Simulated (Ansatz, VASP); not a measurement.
**MgCd3Se2 in VASP and in Ansatz**

```
CELL_PARAMETERS angstrom
4.35972 0.00000 0.00000
-2.17986 3.77563 0.00000
0.00000 0.00000 8.60619
ATOMIC_POSITIONS crystal
Mg 0.66667 0.33333 0.50000
Cd 0.66667 0.33333 0.00000
Cd 0.00000 0.00000 0.50000
Cd 0.00000 0.00000 0.00000
Se 0.33333 0.66667 0.75201
Se 0.33333 0.66667 0.24799
```

Change from the starting cell: species swapped into the Ce2CuSi3 type (P-6m2, No. 187).

Alike in both runs: task single point; functional PBE; k mesh 6 × 6 × 2; occupations gaussian, width 0.1 eV; no spin polarisation.

```csv
,VASP,Ansatz
version,VASP 6.6.1,Ansatz 0.2.0
potentials or method,"VASP PAW PBE potentials, release 64 (Mg, Cd, Se)","scalar-relativistic, plane waves, PAW"
plane-wave cutoff (eV),520,420
valence electrons in the cell,50,102
```

```csv
,VASP,Ansatz,Ansatz less VASP
gap on the k mesh at the Fermi level (eV),none,none,-
pressure (GPa),6.6,6.3,-0.34
largest component of the traceless stress (GPa),10.44,10.20,-0.243
rms of the force components (eV/Å),0.197,0.194,-0.0035
```

Atom by atom the forces differ by 0.003 eV/Å (rms over components). A gap of «none» marks a metal or a gap that the smearing closes. The two sets of potentials don't hold the same shells in valence.

Caveats: the k mesh is coarse (spacing up to 0.37 Å⁻¹), so the values aren't converged.
